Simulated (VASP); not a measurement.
A convergence study with VASP on NbRh$_{3}$ (space group Pm-3m): one setting is varied, all else stays as given below, so the limit is that of these other settings. Each run relaxes cell and ions from the cell shown.

```
CELL_PARAMETERS angstrom
      3.79941     0.00000     0.00000
      0.00000     3.79941     0.00000
      0.00000     0.00000     3.79941
ATOMIC_POSITIONS crystal
  Nb 0.00000 0.00000 0.00000
  Rh 0.00000 0.50000 0.50000
  Rh 0.50000 0.00000 0.50000
  Rh 0.50000 0.50000 0.00000
```

The numbers are results of PBEsol GGA, VASP's PBE PAW potentials (set 64) (plane waves; VASP 6.6.1), not measurements. The tightest run used: 550 eV cut-off, 12×12×12 Γ-centred mesh, first-order Methfessel-Paxton smearing of 0.10 eV, potentials Nb_sv Rh_pv.

```json
[
 {"setting": "2×2×2 mesh", "relaxed volume (Å³/atom)": "14.267", "E (eV/atom)": "-9.2452", "irreducible k-points": "4"},
 {"setting": "3×3×3 mesh", "relaxed volume (Å³/atom)": "14.239", "E (eV/atom)": "-9.3652", "irreducible k-points": "4"},
 {"setting": "4×4×4 mesh", "relaxed volume (Å³/atom)": "14.196", "E (eV/atom)": "-9.4044", "irreducible k-points": "10"}
]
```

Task: These are the cheaper rows. Estimate the results at 12×12×12 mesh, and how far the last row shown lies from them.

Result: 
| quantity | tightest run | last row shown is off by |
|---|---|---|
| relaxed volume (Å³/atom) | 14.205 | -0.009 |
| E (eV/atom) | -9.3897 | -0.0147 |

Left out are rungs that failed or repeat a setting and relaxations that didn't move; long series are thinned to 24 rows.

The structure comes from a computed database's NbRh3 entry (Pm-3m); how it stands against other phases isn't given here.
